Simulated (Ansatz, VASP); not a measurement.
# Cross-check of F (F2) between VASP and Ansatz

Aim: how closely do two programs agree when they are given the same cell, functional and k mesh? The cell is taken from a series of runs on this material, whose earlier steps may have relaxed or scaled it; both programs get it as it stands.

Calculated with Ansatz 0.2.0; plane waves, with VASP 6.6.1 beside it; single point at r2SCAN with rVV10 and single point at PBEsol.

## Step 1: The structure

The cell holds 2 atoms: 2 F. Cell: a = 10.000 Å, b = 10.500 Å, c = 13.000 Å, α = 90.0°, β = 90.0°, γ = 90.0°. Vacuum lies along a, b and c.

## Step 2: Ansatz: single point, r2SCAN with rVV10

Ansatz runs on its default PAW (the set named soft_2) files.

With cell and atoms fixed, the geometry can't cause a difference; cores, projectors, grids and the points listed under the comparison can.

input.yaml reads:

```yaml
crystal:
  lattice:
    - [10.0, 0.0, 0.0]
    - [0.0, 10.5, 0.0]
    - [0.0, 0.0, 13.0]
  atoms:
    - { symbol: F, position: [0.4999999995, 0.5000000007, 0.4452699472] }
    - { symbol: F, position: [0.5000000005, 0.4999999993, 0.5547300528] }
hamiltonian:
  xc: r2scan
  pseudopotentials: { kind: paw }
  dispersion: rvv10
kpoints:
  mp_grid: { grid: [1, 1, 1] }
scf:
  occupations: { method: gaussian, width: 0.01 }
  n_extra_bands: 4
output:
  forces: true
  eigenvalues: true
```

Command:

```bash
$ ansatz run input.yaml --threads 2 --pin off --max-ram 4608MiB --backend cpu --events-out ev --progress --plain --runs-dir out
```

Numbers of over 12 decimals in the logs are rounded to 6 here.

The program printed:

```text
scf.n_extra_bands = 4 over 7 filled bands (N_el = 14.0): the run solves 11 bands
Engine: ansatz 0.2.0, aarch64-unknown-linux-gnu
Pseudopotentials: kind: paw
Pseudopotential: F, paw, valence charge 7, recommended cutoff 500 eV (meta_gga), F.paw.azcp
Functional definition: r2SCAN+rVV10
  parameter k0 = 0.174
  parameter k1 = 0.065
  parameter a1 = 4.9479
  exchange = r2scan_x(k0 = k0, k1 = k1, a1 = a1)
  correlation = r2scan_c + rvv10(11.95, 0.0093)
Crystal: 2 atoms, lattice volume = 1365.000 Å³
Basis set: ecut = 500 eV, 34665 PW (Γ), exchange–correlation on 360×360×432 points (64 copies of the dense FFT grid, shifted against one another)
Bands: 11, of which v1, the nominal top of the filled ones, is band 7 counted from 1 (6 counted from 0)
Symmetry: 8 space group operations
Space group: Pmmm (ITA 47), of the structure as read, at distance tolerance 1.1e-4 Å
k-points: 1
Non-local potential: F, projectors of the file, l = 0: 2, l = 1: 2, l = 2: 1
PAW form: soft (Blöchl's): semilocal exchange-correlation on the pseudo side does not see the compensation charge
rVV10 density: all electrons in the spheres
PAW frozen core: F, regenerated for the run's functional (the file was generated under x = pbe(κ = 0.804, μ = 0.219515), c = pbe(β = 0.066725))
PAW one-centre angular grid: F, 302 points (default); XC on 160 Gauss nodes
Initial density: superposition of atomic densities (neutral atoms: chi_scale 0, normalization atom), corrected by the library's trained network
Initial wavefunctions: pseudopotential atomic-orbital guess
Functional: x = r2scan, c = r2scan + rvv10(b = 11.95, C = 0.0093); τ floored in thin density (d = 2e-4 eV/Å³)
SCF iter   1: F=—  HF=-1612.894382 eV  |F-HF|=—  |Δ(HF+E_count)|=         —  Δρ=1.07e-3  dr2=1.11e-2  dr2_τ=1.16e-1  ethr=1.77e-3  ⟨swp⟩=5.0  Hψ=59  notcnv=0
preconditioner: auto → Resta (q_TF=auto, 1.272 Å⁻¹)  ε∞=1.1  [insulator: Δε(μ)=4.378 eV  Ē_g=11.622 eV  σ=0.010 eV  W_gap=1.00  n_scr=40 (ndim 8)  ℏωp=3.2 eV  f_vac=0.951  D(μ)=0.00/eV (n_scr^D=0)  ε∞_Penn≈1.1  vacuum switching on, ρ_ref=9.8e-3 e/Å³]
SCF iter   2: F=—  HF=-1612.906401 eV  |F-HF|=—  |Δ(HF+E_count)|=   1.20e-2  Δρ=5.40e-4  dr2=1.03e-3  dr2_τ=3.86e-4  ethr=7.95e-5  ⟨swp⟩=3.0  Hψ=31  notcnv=0
SCF iter   3: F=—  HF=-1612.908563 eV  |F-HF|=—  |Δ(HF+E_count)|=   2.16e-3  Δρ=2.09e-4  dr2=2.01e-4  dr2_τ=6.11e-5  ethr=7.34e-6  ⟨swp⟩=3.0  Hψ=22  notcnv=0
SCF iter   4: F=—  HF=-1612.909525 eV  |F-HF|=—  |Δ(HF+E_count)|=   9.62e-4  Δρ=8.88e-6  dr2=2.55e-7  dr2_τ=1.05e-7  ethr=1.44e-6  ⟨swp⟩=5.0  Hψ=28  notcnv=0
SCF iter   5: F=—  HF=-1612.909545 eV  |F-HF|=—  |Δ(HF+E_count)|=   2.00e-5  Δρ=1.54e-6  dr2=1.33e-8  dr2_τ=4.38e-9  ethr=1.82e-9  ⟨swp⟩=3.0  Hψ=23  notcnv=0
SCF iter   6: F=-1612.909545 eV  HF=-1612.909545 eV  |F-HF|=1.13e-9  |Δ(HF+E_count)|=   3.59e-8  Δρ=4.43e-7  dr2=8.06e-10  dr2_τ=3.16e-10  ethr=9.53e-11  ⟨swp⟩=4.0  Hψ=50  notcnv=0
SCF 1 converged in 6 iterations: F = -1612.909545 eV  dr2 = 8.06e-10
  greatest PAW one-centre occupation: 0.941 electrons in one spin orbital (limit 2), on the F atom at site 1 (counted from 0), in its partial waves of l = 0
SCF converged after 6 iterations
Free energy (F): -1612.909545 eV
Harris-Foulkes:  -1612.909545 eV  (|F-HF|=1.13e-9)
Internal energy: -1612.909545 eV  (E = F + TS)
E sigma→0 (E₀):  -1612.909545 eV
Fermi energy:    -7.661515 eV
--- Per-component energies (eV) ---
  E_band       = -252.271243
  E_kinetic    = 405.843526
  E_local      = -3041.884819  (includes V_loc(G=0)·N_el)
  E_nonlocal   = 145.864883
  E_hartree    = 1290.889383
  E_xc         = -153.507975
  E_vxc        = -227.361367  (∫ρ·V_xc dr)
  E_paw        = -403.044665  (= ΣΔE_a)
  E_vpaw       = -134.604544  (= ΣTr[D̂ρ^β])
  E_aug_tail   = 0.001268  (compensation charges beyond the density's cutoff)
  E_vtau       = 18.090549  (kinetic-family band-sum trace: ∫τ·v_τ [+ j·A + Jᵃ·Aᵃ] dr)
  E_ewald      = 142.991638
  E_core_change = -0.062783  (= ΣΔE_core)
  E_smearing   = -0.000000  (= −TS)
  E_closure    = 0.000000  (closes the sum)
  Σ components = -1612.909545   (vs F -1612.909545, Δ=0.00e0)
--- Forces (eV/Å), atoms counted from 1 ---
  atom   1  F     -0.00000000     0.00000000     0.97369058
  atom   2  F     -0.00000000     0.00000000    -0.97369058
  max |Σ_I F_I| component: 1.55e-25 eV/Å
--- Band table (eV) ---
  k-point 0: bands = [... 3 lower, -13.2267, -13.2267, -9.8623, -9.8623, -5.4607, 0.0812, 0.9781, 0.9828]
```

## Step 3: VASP: single point, r2SCAN with rVV10

The same cell, functional, mesh and smearing now go to VASP, with its own data sets and cutoff.

Lines of VASP's logs that name or quote its potential files are left out, and so is its time.

INCAR reads:

```
SYSTEM = F
PREC = Accurate
ENCUT = 790
EDIFF = 1E-06
NELM = 100
ISMEAR = 0
SIGMA = 0.01
LREAL = .FALSE.
ALGO = Normal
METAGGA = R2SCAN
LUSE_VDW = .TRUE.
IVDW_NL = 2
BPARAM = 11.95
CPARAM = 0.0093
LASPH = .TRUE.
NBANDS = 13
LORBIT = 11
LWAVE = .FALSE.
LCHARG = .FALSE.
NCORE = 2
ISIF = 2
```

POSCAR reads:

```
F
1.0
   10.0000000000      0.0000000000      0.0000000000
    0.0000000000     10.5000000000      0.0000000000
    0.0000000000      0.0000000000     13.0000000000
F
2
Direct
    0.4999999995      0.5000000007      0.4452699472
    0.5000000005      0.4999999993      0.5547300528
```

KPOINTS reads:

```
Automatic mesh
0
Gamma
1 1 1
0 0 0
```

The projector-augmented-wave data sets are F_GW (PBE family, release 64).

Command:

```bash
$ mpirun -np 2 vasp_gam
```

The program printed:

```text
[banner, memory and clock lines left out]
running    2 mpi-ranks, on    1 nodes
 distrk:  each k-point on    2 cores,    1 groups
 distr:  one band on    2 cores,    1 groups

 POSCAR found type information on POSCAR F
 POSCAR found :  1 types and       2 ions
|                                                                             |
|               ----> ADVICE to this user running VASP <----                  |
|                                                                             |
|     You have switched on vdW-DFT.                                           |
|     This routine was written and supplied by Jiri Klimes. We recommend      |
|     that you carefully read and cite the following publications:            |
|       J. Klimes, D.R. Bowler, A. Michelides                                 |
|          J. Phys.: Cond Matt. 22 022201 (2010)                              |
|       J. Klimes, D.R. Bowler, A. Michelides                                 |
|          Phys. Rev. B. 83, 195131 (2011)                                    |
|     and references therein.                                                 |
|                                                                             |

|                                                                             |
|               ----> ADVICE to this user running VASP <----                  |
|                                                                             |
|     You enforced a specific xc type in the INCAR file but a different       |
|     [... a line on the potential file left out ...]
|     I HOPE YOU KNOW WHAT YOU ARE DOING!                                     |
|                                                                             |

 LDA part: xc-table for (None), standard interpolation
 POSCAR, INCAR and KPOINTS ok, starting setup
 FFT: planning ... GRIDC
 FFT: planning ... GRID_SOFT
 FFT: planning ... GRID
 WAVECAR not read
 entering main loop
       N       E                     dE             d eps       ncg     rms          rms(c)
Total rVV10 correction in eV:      0.6035694    14.0000229
DAV:   1     0.200657037389E+03    0.20066E+03   -0.37532E+03    34   0.818E+02
DAV:   2     0.508281155050E+02   -0.14983E+03   -0.14707E+03    47   0.121E+02
DAV:   3    -0.718653186874E+01   -0.58015E+02   -0.57879E+02    36   0.130E+02
DAV:   4    -0.118072987605E+02   -0.46208E+01   -0.46204E+01    34   0.395E+01
DAV:   5    -0.118188235809E+02   -0.11525E-01   -0.11525E-01    44   0.195E+00    0.828E+00
Total rVV10 correction in eV:      0.6043498    14.0102514
DAV:   6    -0.564174592793E+01    0.61771E+01   -0.13277E+00    26   0.116E+01    0.505E+00
Total rVV10 correction in eV:      0.6049646    14.0022418
DAV:   7    -0.555366153648E+01    0.88084E-01   -0.38075E-01    26   0.592E+00    0.106E+00
Total rVV10 correction in eV:      0.6050497    14.0009756
DAV:   8    -0.555784232777E+01   -0.41808E-02   -0.22985E-02    26   0.146E+00    0.409E-01
Total rVV10 correction in eV:      0.6050061    14.0016858
DAV:   9    -0.555851020675E+01   -0.66788E-03   -0.17436E-02    34   0.124E+00    0.995E-02
Total rVV10 correction in eV:      0.6050307    14.0015604
DAV:  10    -0.555863147922E+01   -0.12127E-03   -0.91622E-04    39   0.303E-01    0.210E-02
Total rVV10 correction in eV:      0.6050412    14.0015146
DAV:  11    -0.555920334056E+01   -0.57186E-03   -0.25259E-04    44   0.126E-01    0.234E-02
Total rVV10 correction in eV:      0.6050302    14.0014144
DAV:  12    -0.555937373100E+01   -0.17039E-03   -0.48794E-05    34   0.708E-02    0.430E-03
Total rVV10 correction in eV:      0.6050145    14.0010757
DAV:  13    -0.555965124835E+01   -0.27752E-03   -0.55543E-05    34   0.995E-02    0.135E-02
Total rVV10 correction in eV:      0.6050081    14.0008355
DAV:  14    -0.555979727796E+01   -0.14603E-03   -0.51516E-05    26   0.792E-02    0.533E-03
Total rVV10 correction in eV:      0.6049977    14.0004630
DAV:  15    -0.555989909077E+01   -0.10181E-03   -0.91036E-06    26   0.374E-02    0.447E-03
Total rVV10 correction in eV:      0.6049936    14.0003633
DAV:  16    -0.555991564991E+01   -0.16559E-04   -0.34222E-06    26   0.197E-02    0.143E-03
Total rVV10 correction in eV:      0.6049879    14.0001386
DAV:  17    -0.555994184295E+01   -0.26193E-04   -0.98822E-07    26   0.135E-02    0.690E-04
Total rVV10 correction in eV:      0.6049868    14.0000881
DAV:  18    -0.555994639993E+01   -0.45570E-05   -0.19681E-07    44   0.577E-03    0.448E-04
Total rVV10 correction in eV:      0.6049845    14.0000245
DAV:  19    -0.555995054285E+01   -0.41429E-05   -0.12599E-07    26   0.584E-03    0.155E-04
Total rVV10 correction in eV:      0.6049841    14.0000126
DAV:  20    -0.555995130969E+01   -0.76684E-06   -0.96366E-09    18   0.240E-03
Total rVV10 correction in eV:      0.6049838    14.0000031
   1 F= -.55599513E+01 E0= -.55599513E+01  d E =-.140771E-66
```

Parts of OUTCAR (step 3):

```text
ion  position               nearest neighbor table
   1  0.500  0.500  0.445-   2 1.42
   2  0.500  0.500  0.555-   1 1.42

  LATTYP: Found a simple orthorhombic cell.
 ALAT       =    10.0000000000
 B/A-ratio  =     1.0500000000
 C/A-ratio  =     1.3000000000

 Subroutine GETGRP returns: Found  8 space group operations
 (whereof  8 operations were pure point group operations)

The static configuration has the point symmetry D_2h.

 Found      1 irreducible k-points:

   k-points           NKPTS =      1   k-points in BZ     NKDIM =      1   number of bands    NBANDS=     13

   dimension x,y,z NGX =    96 NGY =   96 NGZ =  120
   dimension x,y,z NGXF=   192 NGYF=  192 NGZF=  240

   ENCUT  =  790.0 eV  58.06 Ry    7.62 a.u.  22.92 24.06 29.79*2*pi/ulx,y,z

   NELECT =      14.0000    total number of electrons

 k-points in reciprocal lattice and weights: Automatic mesh
   0.00000000  0.00000000  0.00000000       1.000

 average (electrostatic) potential at core
       1-127.9232       2-127.9232

 E-fermi :  -9.7719

 k-point     1 :       0.0000    0.0000    0.0000
  band No.  band energies     occupation
    ...
      3     -15.5366      2.00000
      4     -13.2512      2.00000
      5     -13.2511      2.00000
      6      -9.8942      2.00000
      7      -9.8942      2.00000
      8      -5.5514      0.00000
      9       0.0613      0.00000
     10       0.9551      0.00000
     11       0.9614      0.00000
     12       1.4220      0.00000
    ...

  Total       -0.1131175     -0.1083757     -1.0280631      0.0000000      0.0000000      0.0000000
  in kB       -0.1327724     -0.1272066     -1.2066955      0.0000000      0.0000000      0.0000000
  external PRESSURE =      -0.4888915 kB  Pullay stress =       0.0000000 kB

  energy-cutoff  :      790.00
  volume of cell :     1365.00
      direct lattice vectors                 reciprocal lattice vectors
    10.000000000  0.000000000  0.000000000     0.100000000  0.000000000  0.000000000
     0.000000000 10.500000000  0.000000000     0.000000000  0.095238095  0.000000000
     0.000000000  0.000000000 13.000000000     0.000000000  0.000000000  0.076923077

 POSITION                                       TOTAL-FORCE (eV/Angst)
 -----------------------------------------------------------------------------------
      5.00000      5.25000      5.78851        -0.000000      0.000000      0.660311
      5.00000      5.25000      7.21149         0.000000      0.000000     -0.660311
 -----------------------------------------------------------------------------------
    total drift:                                0.000000      0.000000      0.000000

  FREE ENERGIE OF THE ION-ELECTRON SYSTEM (eV)
  ---------------------------------------------------
  free  energy   TOTEN  =        -5.5599513097 eV

  energy  without entropy=       -5.5599513097  energy(sigma->0) =       -5.55995131

 total charge
# of ion       s       p       d       tot
------------------------------------------
    1        1.701   3.937   0.000   5.639
    2        1.701   3.937   0.000   5.639
--------------------------------------------------
tot          3.403   7.875   0.000  11.277
```

The run ends at a pressure of -0.05 GPa, with forces up to 0.66 eV/Å.

## Step 4: Differences

Known differences besides the PAW data sets themselves: VASP keeps PBE cores, Ansatz makes them for the functional; the cutoff is 500 eV in Ansatz and 790 eV in VASP. Total energies have different zeros and are not compared.

Both answers:

```csv
quantity,Ansatz,VASP,difference
gap on the k mesh (eV),4.402,4.343,+0.059
```

Forces (eV/Å; atoms numbered as in POSCAR):

```csv
atom,"Ansatz x, y, z","VASP x, y, z"
F1,"0.000, 0.000, 0.974","0.000, 0.000, 0.660"
F2,"0.000, 0.000, -0.974","0.000, 0.000, -0.660"
```

The forces differ by 181 meV/Å r.m.s., which is 47.5 % of the r.m.s. force of 0.38 eV/Å (both taken over all components).

## Step 5: Looking for the cause

The difference is large enough to ask for its cause, so further runs change the set-up of one program at a time, as the table lists.

```csv
run,r.m.s. force difference (% of the r.m.s. force)
as above,47
VASP with the data sets F_h and a cutoff of 1240 eV,11
```

(Continued in part 2 of 2.)

[Lines on the potential files, build, host, timing and source positions are cut from VASP's logs without a mark.]

[Logs are printed without paths, hosts, clocks, repeated set-up lines and the standing remarks that a program may print on its own settings, such as how far it seeks lower states.]

[Hosts, paths, dates, database ids (printed as entryN), source tags and the programs' standing remarks are cut or masked in the printed files.]
